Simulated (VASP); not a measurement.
A run of VASP 6.6.1 is set up as follows.

Contents of INCAR:

```
SYSTEM = TiSn
ALGO     = Fast           ! electronic algorithm
EDIFF    = 1E-4           ! SCF threshold, eV
EDIFFG   = -0.08          ! ionic threshold
ENCUT    = 520            ! plane-wave cutoff, eV
GGA      = PE             ! functional
IBRION   = 2              ! ionic algorithm
ISIF     = 3              ! what is computed and relaxed
ISMEAR   = 0              ! smearing method
LASPH    = .TRUE.         ! aspherical terms in the spheres
LCHARG   = .FALSE.        ! write CHGCAR
LREAL    = .FALSE.        ! projectors in reciprocal space
LWAVE    = .FALSE.        ! write WAVECAR
NELM     = 60             ! most SCF steps
NSW      = 24             ! ionic steps
PREC     = Normal         ! precision mode
SIGMA    = 0.15           ! smearing width, eV
```

KPOINTS

```
k-points
0
G
  6 6 6
  0 0 0
```

File POSCAR:

```
TiSn
1.0
    0.0000000000      2.7634481500      2.7634481500
    2.7634481500      0.0000000000      2.7634481500
    2.7634481500      2.7634481500      0.0000000000
Ti Sn
1 1
Direct
    0.5000000000      0.5000000000      0.5000000000
    0.0000000000      0.0000000000      0.0000000000
```

Potentials or basis: VASP PAW PBE potentials, release 64 (Ti_sv, Sn_d).

Launch:

```console
$ cat potpaw_PBE.64/Ti_sv/POTCAR potpaw_PBE.64/Sn_d/POTCAR > POTCAR
$ mpirun -np 1 vasp_std > vasp.out
```

Q: What does it give for the relaxed volume?

A: 22.04 Å³/atom.

Q: What does it give for the space group after relaxing (to 0.05 Å)?

A: Fm-3m (No. 225).

Q: What does it give for the band gap on the k mesh?

A: None (metal or under the smearing width).

Final structure:
```
CELL_PARAMETERS angstrom
0.00000 2.80378 2.80378
2.80378 0.00000 2.80378
2.80378 2.80378 0.00000
ATOMIC_POSITIONS crystal
Ti 0.50000 0.50000 0.50000
Sn 0.00000 0.00000 0.00000
```
